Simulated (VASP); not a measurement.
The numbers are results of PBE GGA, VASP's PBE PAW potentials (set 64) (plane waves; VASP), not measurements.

A VASP calculation is set up with these files.

**KPOINTS**
```
Automatic mesh
0
Gamma
13 13 13
0 0 0
```

### INCAR
```
# general
SYSTEM  = TiC
PREC    = Accurate
ENCUT   = 520   # plane-wave cut-off (eV)
LREAL   = Auto
LASPH   = .TRUE.   # aspherical one-centre terms

# electronic loop
EDIFF   = 1E-6   # SCF stop (eV)
NELM    = 100
ALGO    = Normal
LMAXMIX = 4

# smearing
ISMEAR  = 1   # Methfessel-Paxton
SIGMA   = 0.1   # width (eV)

# functional
GGA     = PE   # PBE

# ions
ISIF    = 2   # forces and stress, cell fixed

# output
LWAVE   = .FALSE.
LCHARG  = .FALSE.
```

**POSCAR**
```
TiC
1
    0.0000000000     2.1992450000     2.1808930000
    2.2162630000     0.0000000000     2.1808930000
    2.2162630000     2.1992450000     0.0000000000
Ti C
1 1
Direct
  0.0000000000   0.0000000000   0.0000000000
  0.4780250000   0.5219750000   0.5219750000
```

POTCAR, in this order: Ti_sv C (PBE.64 set). Program: vasp_std.

### Question
What does the run give for the energy per atom (σ→0), pressure, largest force, band gap (on the k-mesh)?

### Answer

The energy per atom (σ→0) comes out as -9.323 eV/atom, the band gap (on the k-mesh) is none (metal, semimetal or under 0.01 eV) and the pressure is -8.84 GPa. The largest force is 0.685 eV/Å.

File OSZICAR:
```
...
DAV:   9    -0.186517743527E+02    0.14251E-01   -0.24402E-01  9180   0.638E+00    0.858E-01
DAV:  10    -0.186485036635E+02    0.32707E-02   -0.18261E-02 12092   0.179E+00    0.667E-01
DAV:  11    -0.186457776707E+02    0.27260E-02   -0.93331E-03  9088   0.151E+00    0.156E-01
DAV:  12    -0.186457433972E+02    0.34274E-04   -0.50358E-04 10996   0.247E-01    0.429E-02
DAV:  13    -0.186457303629E+02    0.13034E-04   -0.30000E-05  9284   0.528E-02    0.165E-02
DAV:  14    -0.186457281958E+02    0.21672E-05   -0.47842E-06 10104   0.297E-02    0.323E-03
DAV:  15    -0.186457282433E+02   -0.47518E-07   -0.11990E-07  4520   0.524E-03
   1 F= -.18645728E+02 E0= -.18645715E+02  d E =-.408875E-04
```

The compound is TiC in the rock salt structure. The cell was not relaxed at this level, atoms are displaced from their ideal sites. The run is one of a series of settings (LREAL = Auto against the base run), some of them coarse on purpose.
